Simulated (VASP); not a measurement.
Output of a VASP run:

**OSZICAR**
```
...
RMM:   2    -0.261338557327E+03   -0.10940E-03   -0.13470E-03   750   0.852E-02    0.188E-02
RMM:   3    -0.261338583007E+03   -0.25679E-04   -0.34526E-04   693   0.501E-02    0.142E-02
RMM:   4    -0.261338583199E+03   -0.19271E-06   -0.46755E-05   487   0.245E-02
   6 F= -.26133858E+03 E0= -.26132828E+03  d E =-.413141E-01  mag=     1.0000
       N       E                     dE             d eps       ncg     rms          rms(c)
DAV:   1    -0.261346693888E+03   -0.81109E-02   -0.25024E-01   696   0.949E-01    0.184E-01
RMM:   2    -0.261347726115E+03   -0.10322E-02   -0.15151E-02   737   0.304E-01    0.735E-02
RMM:   3    -0.261348014682E+03   -0.28857E-03   -0.42522E-03   851   0.187E-01    0.553E-02
RMM:   4    -0.261348040768E+03   -0.26085E-04   -0.86040E-04   760   0.724E-02    0.327E-02
RMM:   5    -0.261348036063E+03    0.47042E-05   -0.23585E-04   701   0.292E-02    0.109E-02
RMM:   6    -0.261348040397E+03   -0.43333E-05   -0.43066E-05   494   0.161E-02
   7 F= -.26134804E+03 E0= -.26133788E+03  d E =-.945720E-02  mag=     1.0000
       N       E                     dE             d eps       ncg     rms          rms(c)
DAV:   1    -0.261349303965E+03   -0.12679E-02   -0.12048E-01   744   0.662E-01    0.129E-01
RMM:   2    -0.261349839834E+03   -0.53587E-03   -0.76761E-03   755   0.216E-01    0.511E-02
RMM:   3    -0.261349977323E+03   -0.13749E-03   -0.20151E-03   846   0.129E-01    0.385E-02
RMM:   4    -0.261349993093E+03   -0.15770E-04   -0.44624E-04   686   0.502E-02    0.233E-02
RMM:   5    -0.261349990231E+03    0.28613E-05   -0.11489E-04   605   0.228E-02    0.759E-03
RMM:   6    -0.261349992401E+03   -0.21700E-05   -0.21522E-05   424   0.139E-02
   8 F= -.26134999E+03 E0= -.26133992E+03  d E =-.114092E-01  mag=     1.0000
       N       E                     dE             d eps       ncg     rms          rms(c)
DAV:   1    -0.261352058825E+03   -0.20686E-02   -0.14769E-01   696   0.719E-01    0.114E-01
RMM:   2    -0.261352664192E+03   -0.60537E-03   -0.75126E-03   767   0.206E-01    0.440E-02
RMM:   3    -0.261352829032E+03   -0.16484E-03   -0.19745E-03   845   0.115E-01    0.335E-02
RMM:   4    -0.261352837017E+03   -0.79849E-05   -0.27139E-04   637   0.452E-02    0.228E-02
RMM:   5    -0.261352834084E+03    0.29326E-05   -0.12028E-04   610   0.224E-02    0.683E-03
RMM:   6    -0.261352835815E+03   -0.17304E-05   -0.19208E-05   422   0.150E-02
   9 F= -.26135284E+03 E0= -.26134271E+03  d E =-.284341E-02  mag=     1.0000
       N       E                     dE             d eps       ncg     rms          rms(c)
DAV:   1    -0.261353086505E+03   -0.25242E-03   -0.53860E-02   744   0.434E-01    0.687E-02
RMM:   2    -0.261353316765E+03   -0.23026E-03   -0.28306E-03   781   0.123E-01    0.258E-02
RMM:   3    -0.261353373746E+03   -0.56981E-04   -0.65131E-04   798   0.627E-02    0.191E-02
RMM:   4    -0.261353377226E+03   -0.34794E-05   -0.89143E-05   532   0.306E-02
  10 F= -.26135338E+03 E0= -.26134322E+03  d E =-.338482E-02  mag=     1.0000
       N       E                     dE             d eps       ncg     rms          rms(c)
DAV:   1    -0.261354051881E+03   -0.67813E-03   -0.78888E-02   696   0.530E-01    0.798E-02
RMM:   2    -0.261354386945E+03   -0.33506E-03   -0.40435E-03   801   0.150E-01    0.274E-02
RMM:   3    -0.261354469506E+03   -0.82561E-04   -0.86227E-04   820   0.586E-02    0.200E-02
RMM:   4    -0.261354473096E+03   -0.35898E-05   -0.94045E-05   540   0.311E-02
  11 F= -.26135447E+03 E0= -.26134451E+03  d E =-.109587E-02  mag=     1.0000
```

File OUTCAR:
```
------------------------ aborting loop because EDIFF is reached ----------------------------------------
  FORCE on cell =-STRESS in cart. coord.  units (eV):
  Direction    XX          YY          ZZ          XY          YZ          ZX
  --------------------------------------------------------------------------------------
  Total       12.3336081     12.4260776     12.3362888      0.0377249     -0.0231327      0.0103673
  in kB       12.9179417     13.0147921     12.9207494      0.0395122     -0.0242286      0.0108585
  external PRESSURE =      12.9511611 kB  Pullay stress =       0.0000000 kB
  volume of cell :     1529.70
      direct lattice vectors                 reciprocal lattice vectors
    11.522210421  0.000000000  0.000000000     0.086788903  0.000000000  0.000000000
     0.000000000 11.522210421  0.000000000     0.000000000  0.086788903  0.000000000
     0.000000000  0.000000000 11.522210421     0.000000000  0.000000000  0.086788903
  FREE ENERGIE OF THE ION-ELECTRON SYSTEM (eV)
  ---------------------------------------------------
  free  energy   TOTEN  =      -261.3544730959 eV

  energy  without entropy=     -261.3345416741  energy(sigma->0) =     -261.34450739

 total charge

# of ion       s       p       d       tot
------------------------------------------
    1        1.071   1.138   0.126   2.335
    2        1.071   1.138   0.126   2.335
    3        1.071   1.138   0.126   2.335
    4        1.074   1.137   0.126   2.337
    5        1.075   1.130   0.125   2.330
    6        1.075   1.130   0.126   2.331
    7        1.074   1.138   0.126   2.338
    8        1.075   1.131   0.126   2.332
    9        1.060   1.161   0.133   2.354
   10        1.075   1.130   0.126   2.331
   11        1.075   1.132   0.126   2.333
   12        1.075   1.130   0.125   2.331
   13        1.074   1.138   0.126   2.339
   14        1.071   1.139   0.126   2.337
   15        1.071   1.138   0.126   2.336
   16        1.075   1.130   0.125   2.331
   17        1.060   1.161   0.134   2.356
   18        1.075   1.129   0.125   2.330
   19        1.071   1.137   0.126   2.334
   20        1.059   1.159   0.132   2.350
   21        1.060   1.161   0.134   2.355
   22        1.071   1.138   0.126   2.335
   23        1.071   1.138   0.126   2.335
   24        1.075   1.130   0.126   2.331
   25        1.071   1.137   0.126   2.335
   26        1.071   1.138   0.126   2.336
   27        1.075   1.130   0.125   2.330
   28        1.075   1.129   0.125   2.329
   29        1.071   1.137   0.126   2.334
   30        1.075   1.130   0.125   2.331
   31        1.071   1.138   0.126   2.335
   32        1.074   1.138   0.126   2.338
   33        1.205   1.586   0.024   2.816
   34        1.209   1.589   0.024   2.822
   35        1.209   1.589   0.024   2.821
   36        1.208   1.592   0.024   2.824
   37        1.214   1.567   0.025   2.807
   38        1.208   1.593   0.024   2.825
   39        1.207   1.591   0.024   2.822
   40        1.215   1.568   0.025   2.808
   41        1.214   1.567   0.025   2.806
   42        1.209   1.589   0.024   2.822
   43        1.208   1.592   0.024   2.824
   44        1.209   1.588   0.024   2.821
   45        1.207   1.591   0.024   2.822
   46        1.205   1.587   0.025   2.817
   47        1.209   1.589   0.024   2.822
   48        1.214   1.567   0.025   2.806
...
```
(Selected blocks of OUTCAR.)

**POSCAR**
```
CuGa32As32
1
   11.5222104212    -0.0000000000    -0.0000000000
   -0.0000000000    11.5222104212     0.0000000000
    0.0000000000     0.0000000000    11.5222104212
Ga As Cu
32 32 1
Direct
  0.5000000000   0.0000000000   0.0000000000
  0.7500000000   0.2500000000   0.0000000000
  0.7500000000   0.0000000000   0.2500000000
  0.0000000000   0.0000000000   0.0000000000
  0.2500000000   0.2500000000   0.0000000000
  0.5000000000   0.5000000000   0.0000000000
  0.7500000000   0.7500000000   0.0000000000
  0.2500000000   0.0000000000   0.2500000000
  0.4978500000   0.2461890000   0.2537800000
  0.7500000000   0.5000000000   0.2500000000
  0.5000000000   0.0000000000   0.5000000000
  0.7500000000   0.2500000000   0.5000000000
  0.7500000000   0.0000000000   0.7500000000
  0.0000000000   0.5000000000   0.0000000000
  0.2500000000   0.7500000000   0.0000000000
  0.0000000000   0.2500000000   0.2500000000
  0.2472500000   0.5019850000   0.2510400000
  0.5000000000   0.7500000000   0.2500000000
  0.0000000000   0.0000000000   0.5000000000
  0.2535140000   0.2492940000   0.5004610000
  0.4995300000   0.4975620000   0.5034130000
  0.7500000000   0.7500000000   0.5000000000
  0.2500000000   0.0000000000   0.7500000000
  0.5000000000   0.2500000000   0.7500000000
  0.7500000000   0.5000000000   0.7500000000
  0.0000000000   0.7500000000   0.2500000000
  0.0000000000   0.5000000000   0.5000000000
  0.2500000000   0.7500000000   0.5000000000
  0.0000000000   0.2500000000   0.7500000000
  0.2500000000   0.5000000000   0.7500000000
  0.5000000000   0.7500000000   0.7500000000
  0.0000000000   0.7500000000   0.7500000000
  0.6250000000   0.1250000000   0.1250000000
  0.8750000000   0.3750000000   0.1250000000
  0.8750000000   0.1250000000   0.3750000000
  0.1250000000   0.1250000000   0.1250000000
  0.3740060000   0.3735440000   0.1251170000
  0.6250000000   0.6250000000   0.1250000000
  0.8750000000   0.8750000000   0.1250000000
  0.3712470000   0.1208580000   0.3719240000
  0.6254130000   0.3791350000   0.3785160000
  0.8750000000   0.6250000000   0.3750000000
  0.6250000000   0.1250000000   0.6250000000
  0.8750000000   0.3750000000   0.6250000000
  0.8750000000   0.1250000000   0.8750000000
  0.1250000000   0.6250000000   0.1250000000
  0.3750000000   0.8750000000   0.1250000000
  0.1260410000   0.3729240000   0.3765470000
  0.3759360000   0.6266890000   0.3753570000
  0.6250000000   0.8750000000   0.3750000000
  0.1250000000   0.1250000000   0.6250000000
  0.3760740000   0.3791450000   0.6264650000
  0.6250000000   0.6250000000   0.6250000000
  0.8750000000   0.8750000000   0.6250000000
  0.3750000000   0.1250000000   0.8750000000
  0.6250000000   0.3750000000   0.8750000000
  0.8750000000   0.6250000000   0.8750000000
  0.1250000000   0.8750000000   0.3750000000
  0.1250000000   0.6250000000   0.6250000000
  0.3750000000   0.8750000000   0.6250000000
  0.1250000000   0.3750000000   0.8750000000
  0.3750000000   0.6250000000   0.8750000000
  0.6250000000   0.8750000000   0.8750000000
  0.1250000000   0.8750000000   0.8750000000
  0.3760840000   0.3774530000   0.3753870000
```

**Question.** Reconstruct the remaining input files.

**Answer.** Several could match; the one computed here: the input of the run itself, PBE GGA, plane waves, VASP's PBE PAW potentials (set 64).

### INCAR
```
! general
SYSTEM  = CuGa32As32
PREC    = Normal
ENCUT   = 400
LREAL   = Auto
LASPH   = .TRUE.
ISYM    = 0

! electronic loop
EDIFF   = 1E-5
NELM    = 100
NELMIN  = 4
ALGO    = Fast
LMAXMIX = 4

! smearing
ISMEAR  = 0
SIGMA   = 0.05

! functional
GGA     = PE

! spin
ISPIN   = 2
MAGMOM  = 65*0.0154
NUPDOWN = 1

! ions
IBRION  = 2
NSW     = 60
ISIF    = 2
EDIFFG  = -0.03

! output
LWAVE   = .TRUE.
LCHARG  = .FALSE.
LORBIT  = 10
```

KPOINTS:
```
K-points
0
G
1 1 1
```

POTCAR, in this order: Ga As Cu (PBE.64 set). Program: vasp_gam.

The supercell is sampled at Γ alone, which is coarse: total energies, pressure and levels can be off, energies of defects by several tenths of an eV.

The cell is a supercell with a defect, built from GaAs (zinc blende): Cu_i.
